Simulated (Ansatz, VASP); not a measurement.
# Al35N19O24 (random packing of 70AlN-30Al2O3 (mol %)) in two plane-wave programs, part 2 of 2

One calculation is typed for both programs; each brings its own data sets. How far apart do they land? The cell is taken from a series of runs on this material, whose earlier steps may have relaxed, scaled, displaced or heated it; both programs get it as it stands.

VASP 6.6.1 and Ansatz 0.2.0.

So far. Step 2 (VASP: single point, PBE): The run ends at a pressure of 9.97 GPa, with forces up to 6.5 eV/Å.

## Step 4: Comparison

Known differences besides the potentials themselves: the cutoff is 420 eV in Ansatz and 520 eV in VASP (PREC = Accurate, projectors in real space). Total energies have different zeros and are not compared.

Forces on 10 of the 156 atoms, those with the largest forces and the largest differences (eV/Å; atoms numbered as in POSCAR):

| atom | Ansatz x, y, z | VASP x, y, z |
| --- | --- | --- |
| Al8 | 0.160, 0.833, 6.049 | 0.157, 0.825, 6.038 |
| Al12 | 1.779, 2.676, -1.198 | 1.751, 2.654, -1.144 |
| Al13 | -1.302, -2.804, -1.898 | -1.274, -2.824, -1.842 |
| Al31 | -3.853, 3.604, -3.730 | -3.852, 3.599, -3.729 |
| Al43 | -0.036, 0.765, 5.618 | -0.036, 0.755, 5.606 |
| Al59 | 5.276, 2.204, 2.379 | 5.263, 2.172, 2.384 |
| Al66 | -3.885, 3.129, -2.822 | -3.878, 3.119, -2.816 |
| Al68 | -2.668, -4.768, -0.610 | -2.642, -4.778, -0.618 |
| O125 | 1.047, -1.290, -2.068 | 1.024, -1.223, -2.067 |
| O126 | -1.811, -5.770, 1.002 | -1.786, -5.741, 0.999 |

The forces differ by 17 meV/Å r.m.s., which is 0.8 % of the r.m.s. force of 1.956 eV/Å (both taken over all components).

## Step 5: Summary of results

| Property | Result |
| --- | --- |
| r.m.s. force difference (single point, PBE) | 0.84 % of the r.m.s. force |

What this shows: The r.m.s. force difference is 0.84 % of the r.m.s. force (single point, PBE), within the 3 % picked in this series as the mark of a large difference. Such differences can come from data sets, numerical settings and the points named under the comparisons, not from the functional's error against experiment.

[Hosts, paths, dates, database ids (printed as entryN), source tags and the programs' standing remarks are cut or masked in the printed files.]
